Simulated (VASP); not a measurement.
All values below come from vdW-DF-cx, VASP's PBE PAW potentials (set 64) (plane waves; VASP).

Input for VASP

### INCAR
```
SYSTEM = BaTiO3
PREC = Accurate; ENCUT = 520; LREAL = .FALSE.
LASPH = .TRUE.
EDIFF = 1E-7; NELM = 100; ALGO = Normal
LMAXMIX = 4
ISMEAR = -5
GGA = CX; LUSE_VDW = .TRUE.; AGGAC = 0.0
ISIF = 2
LWAVE = .FALSE.; LCHARG = .TRUE.; LORBIT = 11
NEDOS = 601
LEFG = .TRUE.
```

File POSCAR:
```
BaTiO3
1
    3.9793333647     0.0000000000     0.0000000000
    0.0000000000     3.9793333647     0.0000000000
    0.0000000000     0.0000000000     4.0689234597
Ba Ti O
1 1 3
Direct
  0.0000000000   0.0000000000   0.0022428069
  0.5000000000   0.5000000000   0.5182789650
  0.5000000000   0.5000000000   0.9731575933
  0.0000000000   0.5000000000   0.4851603174
  0.5000000000   1.0000000000   0.4851603174
```

### KPOINTS
```
Automatic mesh
0
Gamma
6 6 6
0 0 0
```

POTCAR, in this order: Ba_sv Ti_sv O (PBE.64 set). Program: vasp_std.

Output

**OSZICAR**
```
       N       E                     dE             d eps       ncg     rms          rms(c)
DAV:   1     0.465476167623E+03    0.46548E+03   -0.21310E+04  1920   0.180E+03
DAV:   2     0.891307772996E+01   -0.45656E+03   -0.44979E+03  2352   0.487E+02
DAV:   3    -0.394315852172E+02   -0.48345E+02   -0.48280E+02  2792   0.150E+02
DAV:   4    -0.415324732650E+02   -0.21009E+01   -0.20998E+01  2752   0.290E+01
DAV:   5    -0.416000827941E+02   -0.67610E-01   -0.67606E-01  2672   0.382E+00    0.237E+01
DAV:   6    -0.313681611496E+02    0.10232E+02   -0.71484E+01  2992   0.777E+01    0.102E+01
DAV:   7    -0.313567247257E+02    0.11436E-01   -0.11759E+01  2504   0.256E+01    0.677E+00
DAV:   8    -0.311873756053E+02    0.16935E+00   -0.11660E+00  2528   0.107E+01    0.257E+00
DAV:   9    -0.312100853028E+02   -0.22710E-01   -0.20481E-01  2520   0.332E+00    0.108E+00
DAV:  10    -0.312008396009E+02    0.92457E-02   -0.74310E-02  2536   0.271E+00    0.431E-01
DAV:  11    -0.311994173105E+02    0.14223E-02   -0.98364E-03  2920   0.816E-01    0.629E-02
DAV:  12    -0.311993600770E+02    0.57234E-04   -0.57727E-04  2216   0.230E-01    0.362E-02
DAV:  13    -0.311993664163E+02   -0.63393E-05   -0.21725E-04  2648   0.151E-01    0.207E-02
DAV:  14    -0.311993647815E+02    0.16348E-05   -0.42494E-05  2888   0.515E-02    0.120E-02
DAV:  15    -0.311993633927E+02    0.13888E-05   -0.68826E-06  2464   0.229E-02    0.516E-03
DAV:  16    -0.311993634765E+02   -0.83806E-07   -0.86331E-07  2424   0.755E-03
   1 F= -.31199363E+02 E0= -.31199363E+02  d E =0.000000E+00
```

**OUTCAR**
```
------------------------ aborting loop because EDIFF is reached ----------------------------------------
  FORCE on cell =-STRESS in cart. coord.  units (eV):
  Direction    XX          YY          ZZ          XY          YZ          ZX
  --------------------------------------------------------------------------------------
  Total        0.0069043      0.0069043      0.0050753      0.0000000      0.0000000      0.0000000
  in kB        0.1716836      0.1716836      0.1262049      0.0000000      0.0000000      0.0000000
  external PRESSURE =       0.1565240 kB  Pullay stress =       0.0000000 kB
  volume of cell :       64.43
      direct lattice vectors                 reciprocal lattice vectors
     3.979333365  0.000000000  0.000000000     0.251298373  0.000000000  0.000000000
     0.000000000  3.979333365  0.000000000     0.000000000  0.251298373  0.000000000
     0.000000000  0.000000000  4.068923460     0.000000000  0.000000000  0.245765252
 POSITION                                       TOTAL-FORCE (eV/Angst)
 -----------------------------------------------------------------------------------
      0.00000      0.00000      0.00913         0.000000      0.000000     -0.020353
      1.98967      1.98967      2.10884         0.000000      0.000000      0.009812
      1.98967      1.98967      3.95970        -0.000000     -0.000000      0.021019
      0.00000      1.98967      1.97408         0.000000      0.000000     -0.005239
      1.98967      0.00000      1.97408         0.000000      0.000000     -0.005239
 -----------------------------------------------------------------------------------
    total drift:                                0.000000      0.000000     -0.000006
  FREE ENERGIE OF THE ION-ELECTRON SYSTEM (eV)
  ---------------------------------------------------
  free  energy   TOTEN  =       -31.1993634765 eV

  energy  without entropy=      -31.1993634765  energy(sigma->0) =      -31.19936348

 total charge

# of ion       s       p       d       tot
------------------------------------------
    1        2.008   5.643   0.329   7.980
    2        2.215   6.276   1.756  10.247
    3        1.562   3.457   0.000   5.019
    4        1.558   3.460   0.000   5.018
    5        1.558   3.460   0.000   5.018
--------------------------------------------------
tot          8.900  22.297   2.085  33.283
```
(Selected blocks of OUTCAR.)

File OUTCAR:
```
 val. band max:        3.7735125070   @ k =   0.5000   0.5000   0.5000

 cond. band min:       5.5490237580   @ k =   0.0000   0.0000   0.0000


 Fermi energy:         3.8071966473

 k-point     1 :       0.0000    0.0000    0.0000
  band No.  band energies     occupation
      1     -52.5803      2.00000
      2     -28.9951      2.00000
      3     -28.9265      2.00000
      4     -28.9265      2.00000
      5     -21.1340      2.00000
      6     -13.1155      2.00000
      7     -12.4784      2.00000
      8     -12.3952      2.00000
      9      -6.3224      2.00000
     10      -6.2828      2.00000
     11      -6.2828      2.00000
     12       1.3442      2.00000
     13       1.4021      2.00000
     14       1.4021      2.00000
     15       2.3576      2.00000
     16       2.3576      2.00000
     17       2.5442      2.00000
     18       3.2636      2.00000
     19       3.3640      2.00000
     20       3.3640      2.00000
     21       5.5490      0.00000
     22       5.9108      0.00000
     23       5.9108      0.00000
     24       7.8274      0.00000

 k-point     2 :       0.1667    0.0000    0.0000
  band No.  band energies     occupation
      1     -52.5800      2.00000
      2     -28.9945      2.00000
      3     -28.9407      2.00000
      4     -28.9259      2.00000
      5     -21.1038      2.00000
      6     -13.1384      2.00000
      7     -12.4609      2.00000
      8     -12.3711      2.00000
      9      -6.2815      2.00000
     10      -6.2390      2.00000
     11      -6.1848      2.00000
     12       0.9533      2.00000
     13       1.2767      2.00000
     14       1.3297      2.00000
     15       1.9961      2.00000
     16       2.1387      2.00000
     17       2.3846      2.00000
     18       2.8199      2.00000
     19       3.1067      2.00000
     20       3.2269      2.00000
     21       5.9191      0.00000
     22       6.0886      0.00000
     23       6.1730      0.00000
     24       7.9073      0.00000
...
```

Unless said otherwise, spin-orbit coupling is left out, though it shifts the bands of the heavy elements here.

The compound is BaTiO3 in the tetragonal perovskite structure. It was relaxed first.
